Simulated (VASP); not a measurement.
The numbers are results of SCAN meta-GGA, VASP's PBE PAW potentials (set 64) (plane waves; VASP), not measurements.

Input for VASP

KPOINTS:
```
Automatic mesh
0
Gamma
10 10 10
0 0 0
```

**INCAR**
```
SYSTEM = AlN
PREC = Accurate
ENCUT = 520
EDIFF = 1E-7
NELM = 100
ALGO = Normal
LREAL = .FALSE.
LASPH = .TRUE.
ISMEAR = 0
SIGMA = 0.05
METAGGA = SCAN
LMIXTAU = .TRUE.
LWAVE = .FALSE.
LCHARG = .FALSE.
ISIF = 2
```

File POSCAR:
```
AlN
1
    0.0000000000     2.1584645112     2.1584645112
    2.1584645112     0.0000000000     2.1584645112
    2.1584645112     2.1584645112     0.0000000000
Al N
1 1
Direct
  0.0000000000   0.0000000000   0.0000000000
  0.2500000000   0.2500000000   0.2500000000
```

POTCAR, in this order: Al N (PBE.64 set). Program: vasp_std.

Output

### OSZICAR
```
       N       E                     dE             d eps       ncg     rms          rms(c)
DAV:   1     0.432705992023E+01    0.43271E+01   -0.43535E+03   776   0.867E+02
DAV:   2    -0.244994523118E+02   -0.28827E+02   -0.27479E+02  1032   0.151E+02
DAV:   3    -0.250131769786E+02   -0.51372E+00   -0.51372E+00   880   0.258E+01
DAV:   4    -0.250145844471E+02   -0.14075E-02   -0.14075E-02  1128   0.129E+00
DAV:   5    -0.250145874033E+02   -0.29562E-05   -0.29562E-05   936   0.460E-02    0.917E+00
DAV:   6    -0.191285448062E+02    0.58860E+01   -0.13609E+01   808   0.257E+01    0.359E+00
DAV:   7    -0.204415360863E+02   -0.13130E+01   -0.39592E-01   776   0.944E+00    0.231E+00
DAV:   8    -0.196531967538E+02    0.78834E+00   -0.57174E-01   800   0.801E+00    0.888E-01
DAV:   9    -0.202903194026E+02   -0.63712E+00   -0.49024E-01   752   0.775E+00    0.535E-01
DAV:  10    -0.203708883751E+02   -0.80569E-01   -0.55886E-02   752   0.393E+00    0.194E-01
DAV:  11    -0.203900072964E+02   -0.19119E-01   -0.58288E-02   752   0.213E+00    0.242E-01
DAV:  12    -0.203893594637E+02    0.64783E-03   -0.99932E-04  1200   0.321E-01    0.172E-01
DAV:  13    -0.203864861648E+02    0.28733E-02   -0.38083E-03   752   0.566E-01    0.315E-02
DAV:  14    -0.203865327394E+02   -0.46575E-04   -0.23230E-04   752   0.225E-01    0.237E-02
DAV:  15    -0.203865484005E+02   -0.15661E-04   -0.72541E-05   768   0.126E-01    0.173E-02
DAV:  16    -0.203865515088E+02   -0.31083E-05   -0.10883E-04   752   0.178E-01    0.675E-03
DAV:  17    -0.203865470446E+02    0.44643E-05   -0.76005E-06   792   0.475E-02    0.337E-03
DAV:  18    -0.203865481259E+02   -0.10813E-05   -0.20462E-06   784   0.200E-02    0.235E-03
DAV:  19    -0.203865477967E+02    0.32920E-06   -0.24715E-07   792   0.860E-03    0.188E-03
DAV:  20    -0.203865480981E+02   -0.30137E-06   -0.20942E-07   760   0.392E-03    0.699E-04
DAV:  21    -0.203865481891E+02   -0.91083E-07   -0.99330E-08   752   0.457E-03
   1 F= -.20386548E+02 E0= -.20386548E+02  d E =-.813235E-12
```

### OUTCAR
```
------------------------ aborting loop because EDIFF is reached ----------------------------------------
  FORCE on cell =-STRESS in cart. coord.  units (eV):
  Direction    XX          YY          ZZ          XY          YZ          ZX
  --------------------------------------------------------------------------------------
  Total        0.8720647      0.8720647      0.8720647      0.0000000      0.0000000      0.0000000
  in kB       69.4695594     69.4695594     69.4695594      0.0000000      0.0000000      0.0000000
  external PRESSURE =      69.4695594 kB  Pullay stress =       0.0000000 kB
  volume of cell :       20.11
      direct lattice vectors                 reciprocal lattice vectors
     0.000000000  2.158464511  2.158464511    -0.231646153  0.231646153  0.231646153
     2.158464511  0.000000000  2.158464511     0.231646153 -0.231646153  0.231646153
     2.158464511  2.158464511  0.000000000     0.231646153  0.231646153 -0.231646153
  FREE ENERGIE OF THE ION-ELECTRON SYSTEM (eV)
  ---------------------------------------------------
  free  energy   TOTEN  =       -20.3865481891 eV

  energy  without entropy=      -20.3865481891  energy(sigma->0) =      -20.38654819
```
(Selected blocks of OUTCAR.)

The compound is AlN in the zinc blende structure, a metastable form; wurtzite is the usual one. This cell is one point of a volume scan, at 0.97 of the reference volume.
